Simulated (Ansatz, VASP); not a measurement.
**Li2B: VASP beside Ansatz**

```
Li B
1.0
    -3.17707    3.17707    1.63556
     3.17707   -3.17707    1.63556
     3.17707    3.17707   -1.63556
Li B
4 2
Cartesian
  1.0090 2.1681 0.0000
  -1.0090 2.1681 1.6356
  2.1681 1.0090 1.6356
  4.1861 1.0090 0.0000
  0.0000 0.0000 0.8178
  0.0000 0.0000 2.4533
```

Change from the starting cell: species swapped into the Zr2Al type (I4/mcm, No. 140).

Alike in both runs: functional PBE; k mesh 6 × 6 × 6; occupations gaussian, width 0.1 eV; no spin polarisation.

Ansatz relaxed the structure, and its values are those at the end. VASP's run is a single point on that final structure, the one shown.

```csv
,VASP,Ansatz
version,VASP 6.6.1,Ansatz 0.2.0
potentials or method,"VASP PAW PBE potentials, release 64 (Li_sv, B)","scalar-relativistic, plane waves, PAW"
plane-wave cutoff (eV),520,420
valence electrons in the cell,18,18
```

VASP gave:

```
gap on the k mesh at the Fermi level (eV) : none
rms of the force components (eV/Å)        : 0.020
```

Task: Which values does Ansatz return?

Result: gap on the k mesh at the Fermi level (eV): none; rms of the force components (eV/Å): 0.017.

A gap of «none» marks a metal or a gap that the smearing closes.

Caveats: the k mesh is coarse (spacing up to 0.36 Å⁻¹), so the values aren't converged.
